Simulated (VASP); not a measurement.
Output of a VASP run:

File OUTCAR:
```
 ion  position               nearest neighbor table
   1  0.000  0.000  0.000-
  LATTYP: Found a body centered tetragonal cell.
 ALAT       =     3.1568410952
 C/A-ratio  =     1.5693226310
 Subroutine PRICEL returns:
 Original cell was already a primitive cell.
 Subroutine GETGRP returns: Found 16 space group operations
The static configuration has the point symmetry D_4h.
The dynamic configuration has the point symmetry D_4h.
 Subroutine INISYM returns: Found 16 space group operations
 Subroutine IBZKPT returns following result:
 Found    349 irreducible k-points:

 Following reciprocal coordinates:
            Coordinates               Weight
  0.000000  0.000000  0.000000      1.000000
  0.062500  0.000000  0.000000      8.000000
  0.125000  0.000000  0.000000      8.000000
  0.187500  0.000000 -0.000000      8.000000
  0.250000  0.000000  0.000000      8.000000
  0.312500  0.000000  0.000000      8.000000
  0.375000  0.000000 -0.000000      8.000000
  0.437500  0.000000 -0.000000      8.000000
  0.500000  0.000000  0.000000      4.000000
  0.062500  0.062500  0.000000      8.000000
  0.125000  0.062500 -0.000000     16.000000
  0.187500  0.062500  0.000000     16.000000
  0.250000  0.062500  0.000000     16.000000
  0.312500  0.062500  0.000000     16.000000
  0.375000  0.062500 -0.000000     16.000000
  0.437500  0.062500 -0.000000     16.000000
  0.500000  0.062500  0.000000     16.000000
 -0.437500  0.062500  0.000000     16.000000
 -0.375000  0.062500  0.000000     16.000000
 -0.312500  0.062500  0.000000     16.000000
 -0.250000  0.062500  0.000000     16.000000
 -0.187500  0.062500  0.000000     16.000000
 -0.125000  0.062500  0.000000     16.000000
 -0.062500  0.062500  0.000000      4.000000
  0.125000  0.125000  0.000000      8.000000
  0.187500  0.125000  0.000000     16.000000
  0.250000  0.125000 -0.000000     16.000000
  0.312500  0.125000  0.000000     16.000000
  0.375000  0.125000  0.000000     16.000000
  0.437500  0.125000 -0.000000     16.000000
  0.500000  0.125000  0.000000     16.000000
 -0.437500  0.125000  0.000000     16.000000
 -0.375000  0.125000  0.000000     16.000000
 -0.312500  0.125000  0.000000     16.000000
 -0.250000  0.125000  0.000000     16.000000
 -0.187500  0.125000  0.000000     16.000000
 -0.125000  0.125000  0.000000      4.000000
  0.187500  0.187500 -0.000000      8.000000
  0.250000  0.187500 -0.000000     16.000000
  0.312500  0.187500  0.000000     16.000000
   k-points           NKPTS =    349   k-points in BZ     NKDIM =    349   number of bands    NBANDS=     10
   number of dos      NEDOS =    301   number of ions     NIONS =      1
   total plane-waves  NPLWV =  13824
   dimension x,y,z NGX =    24 NGY =   24 NGZ =   24
   dimension x,y,z NGXF=    48 NGYF=   48 NGZF=   48
   ions per type =               1
   PREC   = accura    normal or accurate (medium, high low for compatibility)
   ISTART =      0    job   : 0-new  1-cont  2-samecut
   ICHARG =      2    charge: 1-file 2-atom 10-const
   ISPIN  =      1    spin polarized calculation?
   LNONCOLLINEAR =      F non collinear calculations
   LSORBIT =      F    spin-orbit coupling
   INIWAV =      1    electr: 0-lowe 1-rand  2-diag
   ENCUT  =  500.0 eV  36.75 Ry    6.06 a.u.   6.08  6.08  6.08*2*pi/ulx,y,z
   NELM   =    100;   NELMIN=  2; NELMDL= -5     # of ELM steps
   EDIFF  = 0.1E-05   stopping-criterion for ELM
   LREAL  =      F    real-space projection
   NLSPLINE    = F    spline interpolate recip. space projectors
   LMAXMIX     =    4 max onsite mixed and CHGCAR
   VOSKOWN=      0    Vosko Wilk Nusair interpolation
   EDIFFG = -.2E-01   stopping-criterion for IOM
   NSW    =     40    number of steps for IOM
   NBLOCK =      1;   KBLOCK =     40    inner block; outer block
   IBRION =      2    ionic relax: 0-MD 1-quasi-New 2-CG
...
```

**OSZICAR**
```
...
   2 F= -.99755198E+00 E0= -.99760521E+00  d E =-.164897E-01
       N       E                     dE             d eps       ncg     rms          rms(c)
DAV:   1    -0.273476875026E+01   -0.36340E+00   -0.77338E+00  7872   0.713E+01    0.314E+00
DAV:   2    -0.248464664037E+01    0.25012E+00   -0.51965E-01  7844   0.176E+01    0.119E+00
DAV:   3    -0.244655185280E+01    0.38095E-01   -0.13333E-01  9274   0.873E+00    0.359E-01
DAV:   4    -0.244545146689E+01    0.11004E-02   -0.25720E-03  7656   0.654E-01    0.210E-01
DAV:   5    -0.244483433127E+01    0.61714E-03   -0.83499E-04  7474   0.192E-01    0.652E-02
DAV:   6    -0.244484040873E+01   -0.60775E-05   -0.16730E-04  7828   0.100E-01    0.169E-02
DAV:   7    -0.244483965940E+01    0.74933E-06   -0.60423E-06  7590   0.188E-02
   3 F= -.10093416E+01 E0= -.10094216E+01  d E =-.282794E-01
       N       E                     dE             d eps       ncg     rms          rms(c)
DAV:   1    -0.244309092213E+01    0.17495E-02   -0.80036E-03  7864   0.217E+00    0.110E-01
DAV:   2    -0.244281040791E+01    0.28051E-03   -0.60923E-04  7840   0.615E-01    0.375E-02
DAV:   3    -0.244277431891E+01    0.36089E-04   -0.12528E-04  9272   0.270E-01    0.153E-02
DAV:   4    -0.244277448607E+01   -0.16716E-06   -0.27708E-06  7350   0.184E-02
   4 F= -.10093309E+01 E0= -.10094096E+01  d E =-.282686E-01
       N       E                     dE             d eps       ncg     rms          rms(c)
DAV:   1    -0.244762774487E+01   -0.48534E-02   -0.33469E-02  7898   0.394E+00    0.209E-01
DAV:   2    -0.244665048540E+01    0.97726E-03   -0.21250E-03  7864   0.112E+00    0.853E-02
DAV:   3    -0.244645050717E+01    0.19998E-03   -0.49698E-04  9610   0.548E-01    0.310E-02
DAV:   4    -0.244643109246E+01    0.19415E-04   -0.33643E-05  7926   0.113E-01    0.988E-03
DAV:   5    -0.244643062492E+01    0.46754E-06   -0.31631E-06  6444   0.279E-02
   5 F= -.10093767E+01 E0= -.10094451E+01  d E =-.458793E-04
       N       E                     dE             d eps       ncg     rms          rms(c)
DAV:   1    -0.244635222063E+01    0.78872E-04   -0.16408E-05  6452   0.856E-02    0.481E-03
DAV:   2    -0.244635157957E+01    0.64106E-06   -0.10410E-06  3682   0.254E-02
   6 F= -.10093768E+01 E0= -.10094455E+01  d E =-.459735E-04
       N       E                     dE             d eps       ncg     rms          rms(c)
DAV:   1    -0.244568280839E+01    0.66941E-03   -0.12834E-03  7900   0.767E-01    0.415E-02
DAV:   2    -0.244564269636E+01    0.40112E-04   -0.82912E-05  7882   0.221E-01    0.170E-02
DAV:   3    -0.244563517094E+01    0.75254E-05   -0.19539E-05  8796   0.109E-01    0.656E-03
DAV:   4    -0.244563548422E+01   -0.31327E-06   -0.11751E-06  5646   0.227E-02
   7 F= -.10093766E+01 E0= -.10094475E+01  d E =-.457385E-04
       N       E                     dE             d eps       ncg     rms          rms(c)
DAV:   1    -0.244469973619E+01    0.93543E-03   -0.74550E-03  8040   0.143E+00    0.873E-02
DAV:   2    -0.244452879408E+01    0.17094E-03   -0.29939E-04  7906   0.415E-01    0.446E-02
DAV:   3    -0.244447210759E+01    0.56686E-04   -0.97659E-05 10114   0.266E-01    0.154E-02
DAV:   4    -0.244447044402E+01    0.16636E-05   -0.92317E-06  9012   0.646E-02    0.585E-03
DAV:   5    -0.244447055273E+01   -0.10871E-06   -0.46654E-07  3812   0.150E-02
   8 F= -.10094016E+01 E0= -.10094611E+01  d E =-.249699E-04
```

OUTCAR:
```
------------------------ aborting loop because EDIFF is reached ----------------------------------------
  FORCE on cell =-STRESS in cart. coord.  units (eV):
  Direction    XX          YY          ZZ          XY          YZ          ZX
  --------------------------------------------------------------------------------------
  Total        1.4376174      1.4376174      1.4230923      0.0000000     -0.0000000      0.0000000
  in kB      100.1775823    100.1775823     99.1654302      0.0000000     -0.0000000      0.0000000
  external PRESSURE =      -0.1598017 kB  Pullay stress =     100.0000000 kB
  volume of cell :       22.99
      direct lattice vectors                 reciprocal lattice vectors
    -1.542935442  1.542935442  2.414503595     0.000000000  0.324057628  0.207081903
     1.542935442 -1.542935442  2.414503595     0.324057628  0.000000000  0.207081903
     1.542935442  1.542935442 -2.414503595     0.324057628  0.324057628  0.000000000
 POSITION                                       TOTAL-FORCE (eV/Angst)
 -----------------------------------------------------------------------------------
     -1.54294      1.54294      2.41450         0.000000      0.000000      0.000000
 -----------------------------------------------------------------------------------
    total drift:                               -0.000000     -0.000000      0.000000
  FREE ENERGIE OF THE ION-ELECTRON SYSTEM (eV)
  ---------------------------------------------------
  free  energy   TOTEN  =        -2.4444705527 eV

  energy  without entropy=       -2.4446492277  energy(sigma->0) =       -2.44453011
  enthalpy is  TOTEN    =        -1.0094015782 eV   P V=        1.4350689745

 reached required accuracy - stopping structural energy minimisation
```
(Selected blocks of OUTCAR.)

### POSCAR
```
In
1
   -1.5784205476     1.5784205476     2.4770510866
    1.5784205476    -1.5784205476     2.4770510866
    1.5784205476     1.5784205476    -2.4770510866
In
1
Direct
  0.0000000000   0.0000000000   0.0000000000
```

Task: Write an INCAR and KPOINTS that could have produced this output.

Result: Several could match; the one computed here: the input of the run itself, PBE GGA, plane waves, VASP's PBE PAW potentials (set 64).

KPOINTS:
```
Automatic mesh
0
Gamma
16 16 16
0 0 0
```

### INCAR
```
ALGO = Normal
EDIFF = 1E-6
EDIFFG = -0.02
ENCUT = 500
GGA = PE
IBRION = 2
ISIF = 3
ISMEAR = 1
LASPH = T
LCHARG = F
LMAXMIX = 4
LREAL = F
LWAVE = F
NELM = 100
NSW = 40
PREC = Accurate
PSTRESS = 100
SIGMA = 0.1
SYSTEM = In
```

POTCAR, in this order: In_d (PBE.64 set). Program: vasp_std.

Energy and stress use the plane-wave basis of the starting cell.

The compound is In in the bct structure. This run relaxes it under an external pressure of 10 GPa. Symmetry was kept, so distortions that lower it aren't found.
